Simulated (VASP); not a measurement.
A convergence study with VASP on Hf (hcp): one setting is varied, all else stays as given below, so the limit is that of these other settings.

```xyz
2
Lattice="1.5950 -2.7626 0.0000 1.5950 2.7626 0.0000 0.0000 0.0000 5.0500" Properties=species:S:1:pos:R:3 pbc="T T T"
Hf     1.5950     0.9209     1.2625
Hf     1.5950    -0.9209     3.7875
```

These are PBEsol GGA, VASP's PBE PAW potentials (set 64) (plane waves; VASP 6.6.1) values and carry that method's errors. The tightest run used: 550 eV cut-off, 23×23×12 Γ-centred mesh, tetrahedra with Blöchl corrections, potentials Hf_pv.

Task: The settings run are 3×3×2 mesh; 4×4×2 mesh; 5×5×3 mesh; 6×6×3 mesh; 7×7×4 mesh; 8×8×4 mesh; 9×9×5 mesh; 10×10×5 mesh; 11×11×6 mesh; 12×12×6 mesh; 13×13×7 mesh; 14×14×7 mesh; 15×15×8 mesh; 16×16×9 mesh; 17×17×9 mesh; 18×18×10 mesh; 19×19×10 mesh; 20×20×11 mesh; 21×21×11 mesh; 22×22×12 mesh; 23×23×12 mesh. From which on does the energy per atom stay within 0.001 eV/atom of the tightest run?

Result: From 13×13×7 mesh on: it is off by 0.0005 there and by no more than 0.001 in any finer run, while 12×12×6 mesh is off by 0.0013.
```tsv
setting	E (eV/atom)	pressure (GPa)	irreducible k-points	difference judged (eV/atom)
3×3×2 mesh	-10.4725	-4.21	6	0.0229
4×4×2 mesh	-10.4686	-4.01	8	0.0268
5×5×3 mesh	-10.5025	-4.04	10	0.0071
6×6×3 mesh	-10.4726	-3.30	14	0.0228
7×7×4 mesh	-10.4922	-3.68	24	0.0032
8×8×4 mesh	-10.4978	-3.76	30	0.0024
9×9×5 mesh	-10.4941	-3.61	36	0.0013
10×10×5 mesh	-10.4935	-3.68	42	0.0019
11×11×6 mesh	-10.4952	-3.58	64	0.0002
12×12×6 mesh	-10.4941	-3.55	76	0.0013
13×13×7 mesh	-10.4949	-3.58	84	0.0005
14×14×7 mesh	-10.4947	-3.56	96	0.0007
15×15×8 mesh	-10.4952	-3.58	135	0.0002
16×16×9 mesh	-10.4953	-3.60	150	0.0001
17×17×9 mesh	-10.4954	-3.59	165	0.0000
18×18×10 mesh	-10.4953	-3.58	222	0.0001
19×19×10 mesh	-10.4953	-3.58	240	0.0001
20×20×11 mesh	-10.4952	-3.57	264	0.0002
21×21×11 mesh	-10.4952	-3.58	288	0.0002
22×22×12 mesh	-10.4954	-3.58	364	0.0000
23×23×12 mesh	-10.4954	-3.57	392	0.0000
```

Left out are rungs that failed or repeat a setting and relaxations that didn't move; long series are thinned to 24 rows.

The compound is Hf in the hcp structure. The cell was not relaxed at this level.
